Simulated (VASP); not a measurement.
Output of a VASP run:

OSZICAR:
```
       N       E                     dE             d eps       ncg     rms          rms(c)
DAV:   1     0.105230513435E+01    0.10523E+01   -0.88506E+02  1060   0.505E+02
DAV:   2    -0.147488929042E+01   -0.25272E+01   -0.22623E+01  1465   0.593E+01
DAV:   3    -0.158723148362E+01   -0.11234E+00   -0.10865E+00  1255   0.879E+00
DAV:   4    -0.158820075034E+01   -0.96927E-03   -0.96456E-03  1365   0.889E-01
DAV:   5    -0.158821004110E+01   -0.92908E-05   -0.92908E-05  1320   0.566E-02    0.606E-01
DAV:   6    -0.159531869630E+01   -0.71087E-02   -0.28651E-03  1080   0.475E-01    0.393E-01
DAV:   7    -0.160115860207E+01   -0.58399E-02   -0.10390E-02  1100   0.837E-01    0.612E-02
DAV:   8    -0.160118989985E+01   -0.31298E-04   -0.19500E-04  1265   0.151E-01    0.116E-02
DAV:   9    -0.160119406435E+01   -0.41645E-05   -0.17157E-05  1330   0.595E-02    0.123E-03
DAV:  10    -0.160119559514E+01   -0.15308E-05   -0.12206E-06  1185   0.154E-02    0.117E-03
DAV:  11    -0.160119550102E+01    0.94122E-07   -0.35627E-07  1125   0.618E-03
   1 F= -.16480646E+00 E0= -.16442700E+00  d E =-.164806E+00
       N       E                     dE             d eps       ncg     rms          rms(c)
DAV:   1    -0.159651123982E+01    0.46844E-02   -0.10677E-03  1200   0.342E-01    0.612E-02
DAV:   2    -0.159648730704E+01    0.23933E-04   -0.56060E-05  1195   0.764E-02    0.368E-02
DAV:   3    -0.159648899046E+01   -0.16834E-05   -0.24911E-05  1500   0.381E-02    0.516E-03
DAV:   4    -0.159648802061E+01    0.96985E-06   -0.16888E-06  1155   0.165E-02    0.132E-03
DAV:   5    -0.159648778445E+01    0.23616E-06   -0.15680E-07  1060   0.469E-03    0.125E-04
DAV:   6    -0.159648773437E+01    0.50080E-07   -0.15238E-08   520   0.185E-03
   2 F= -.16485569E+00 E0= -.16447965E+00  d E =-.492368E-04
```

### OUTCAR
```
------------------------ aborting loop because EDIFF is reached ----------------------------------------
  FORCE on cell =-STRESS in cart. coord.  units (eV):
  Direction    XX          YY          ZZ          XY          YZ          ZX
  --------------------------------------------------------------------------------------
  Total        1.4246215      1.4246215      1.4246215      0.0000000      0.0000000      0.0000000
  in kB      199.0206163    199.0206163    199.0206163      0.0000000      0.0000000      0.0000000
  external PRESSURE =      -0.9793837 kB  Pullay stress =     200.0000000 kB
  volume of cell :       11.47
      direct lattice vectors                 reciprocal lattice vectors
    -1.420639879  1.420639879  1.420639879     0.000000000  0.351954079  0.351954079
     1.420639879 -1.420639879  1.420639879     0.351954079  0.000000000  0.351954079
     1.420639879  1.420639879 -1.420639879     0.351954079  0.351954079  0.000000000
 POSITION                                       TOTAL-FORCE (eV/Angst)
 -----------------------------------------------------------------------------------
      1.42064      1.42064     -1.42064        -0.000000      0.000000     -0.000000
 -----------------------------------------------------------------------------------
    total drift:                                0.000000      0.000000     -0.000000
  FREE ENERGIE OF THE ION-ELECTRON SYSTEM (eV)
  ---------------------------------------------------
  free  energy   TOTEN  =        -1.5964877344 eV

  energy  without entropy=       -1.5953595981  energy(sigma->0) =       -1.59611169
  enthalpy is  TOTEN    =        -0.1648556946 eV   P V=        1.4316320398

 reached required accuracy - stopping structural energy minimisation
```
(Selected blocks of OUTCAR.)

POSCAR:
```
Li
1
   -1.4222116321     1.4222116321     1.4222116321
    1.4222116321    -1.4222116321     1.4222116321
    1.4222116321     1.4222116321    -1.4222116321
Li
1
Direct
  0.0000000000   0.0000000000   0.0000000000
```

### Question
Reconstruct the remaining input files.

### Answer
Several could match; the one computed here: the input of the run itself, PBEsol GGA, plane waves, VASP's PBE PAW potentials (set 64).

INCAR:
```
! general
SYSTEM  = Li
PREC    = Accurate
ENCUT   = 600   ! plane-wave cut-off (eV)
LREAL   = .False.
LASPH   = .True.   ! aspherical one-centre terms

! electronic loop
EDIFF   = 1E-7   ! SCF stop (eV)
NELM    = 100   ! most electronic steps
ALGO    = Normal   ! blocked Davidson

! smearing
ISMEAR  = 1   ! Methfessel-Paxton
SIGMA   = 0.1   ! width (eV)

! functional
GGA     = PS   ! PBEsol

! ions
IBRION  = 2   ! conjugate gradients
NSW     = 40   ! most ionic steps
ISIF    = 3
EDIFFG  = -0.01
PSTRESS = 200   ! kbar

! output
LWAVE   = .False.
LCHARG  = .False.
```

**KPOINTS**
```
Automatic
0
G
14 14 14
0 0 0
```

POTCAR, in this order: Li_sv (PBE.64 set). Program: vasp_std.

The compound is Li in the bcc structure. This run relaxes it under an external pressure of 20 GPa. Symmetry was kept, so distortions that lower it aren't found.
